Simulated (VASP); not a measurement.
VASP input:

### POSCAR
```
Al3Sc
1
    4.1820000000     0.0000000000     0.0000000000
    0.0000000000     4.1820000000     0.0000000000
    0.0000000000     0.0000000000     4.1820000000
Sc Al
1 3
Direct
  0.0000000000   0.0000000000   0.0000000000
  0.0000000000   0.5000000000   0.5000000000
  0.5000000000   0.0000000000   0.5000000000
  0.5000000000   0.5000000000   0.0000000000
```

**KPOINTS**
```
Automatic mesh
0
Gamma
6 6 6
0 0 0
```

### INCAR
```
SYSTEM = Al3Sc
PREC = Accurate
ENCUT = 400
EDIFF = 1E-6
NELM = 100
ALGO = Normal
LREAL = .FALSE.
LASPH = .TRUE.
ISMEAR = 1
SIGMA = 0.1
GGA = PE
LMAXMIX = 4
LWAVE = .FALSE.
LCHARG = .FALSE.
ISIF = 2
IBRION = 0
NSW = 3
TEBEG = 300
```

POTCAR, in this order: Sc_sv Al (PBE.64 set). Program: vasp_std.

Task: What happens when VASP runs on this input?

Result: There is a fault: molecular dynamics (IBRION = 0) was asked for without POTIM. VASP stops with an error: Fatal error! IBRION=0, but no entry for POTIM on file INCAR. MUST be specified! ----> I REFUSE TO CONTINUE WITH THIS SICK JOB ... BYE!!! <----

File standard output:
```
 POSCAR found type information on POSCAR ScAl
 POSCAR found :  2 types and       4 ions
 Reading from existing POTCAR

 -----------------------------------------------------------------------------
|                                                                             |
|     EEEEEEE  RRRRRR   RRRRRR   OOOOOOO  RRRRRR      ###     ###     ###     |
|     E        R     R  R     R  O     O  R     R     ###     ###     ###     |
|     E        R     R  R     R  O     O  R     R     ###     ###     ###     |
|     EEEEE    RRRRRR   RRRRRR   O     O  RRRRRR       #       #       #      |
|     E        R   R    R   R    O     O  R   R                               |
|     E        R    R   R    R   O     O  R    R      ###     ###     ###     |
|     EEEEEEE  R     R  R     R  OOOOOOO  R     R     ###     ###     ###     |
|                                                                             |
|     Fatal error! IBRION=0, but no entry for POTIM on file INCAR. MUST       |
|     be specified!                                                           |
|                                                                             |
|       ---->  I REFUSE TO CONTINUE WITH THIS SICK JOB ... BYE!!! <----       |
|                                                                             |
 -----------------------------------------------------------------------------
```

To mend it, set POTIM to the time step in fs (1 to 2 fs suits most solids). The plain static run on this cell (PBE GGA, plane waves, VASP's PBE PAW potentials (set 64)) converges, and its OSZICAR ends with
```
   1 F= -.19226407E+02 E0= -.19224483E+02  d E =-.577208E-02
```

The compound is Al3Sc in the L1_2 structure. The cell was not relaxed at this level.
